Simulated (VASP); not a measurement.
```xyz
4
Lattice="4.2282 0.0000 0.0000 -2.1141 3.6618 0.0000 0.0000 0.0000 7.3602" Properties=species:S:1:pos:R:3 pbc="T T T"
In     0.0000     0.0000     0.0000
In     0.0000     0.0000     3.6801
Sb     0.0000     2.4412     1.8401
Sb     2.1141     1.2206     5.5202
```

Calculation: r2SCAN meta-GGA, VASP's PBE PAW potentials (set 64) (plane waves; VASP). Numerical set-up: 400 eV cut-off, 9×9×5 Γ-centred mesh, tetrahedra with Blöchl corrections, potentials In_d Sb.

Task: Give the energies of bands 13 to 21 at the high-symmetry points, in eV from the Fermi level.

Result: 
```
band      Γ      M      K      A      L      H
----  -----  -----  -----  -----  -----  -----
13    -6.83  -5.92  -6.59  -4.42  -6.02  -5.82
14    -0.51  -4.20  -3.54  -4.42  -6.02  -5.82
15    -0.33  -4.13  -3.41   0.33  -1.56  -3.84
16     0.00  -3.46  -2.68   0.33  -1.56  -3.84
17     0.00  -2.00  -2.68   0.33  -1.18  -0.20
18     0.63   0.37  -2.45   0.33  -1.18  -0.20
19     0.63   1.13  -2.45   2.24  -0.52   0.40
20     2.81   1.68   4.61   2.24  -0.52   0.40
21     4.51   2.58   5.23   4.21   3.41   2.22
```

It has no gap at this level: it comes out as a metal or semimetal.

The structure was generated: InSb was put into the NiAs type type (P6_3/mmc), which need not be its known phase. It was relaxed first, which changed the volume by +5 %.
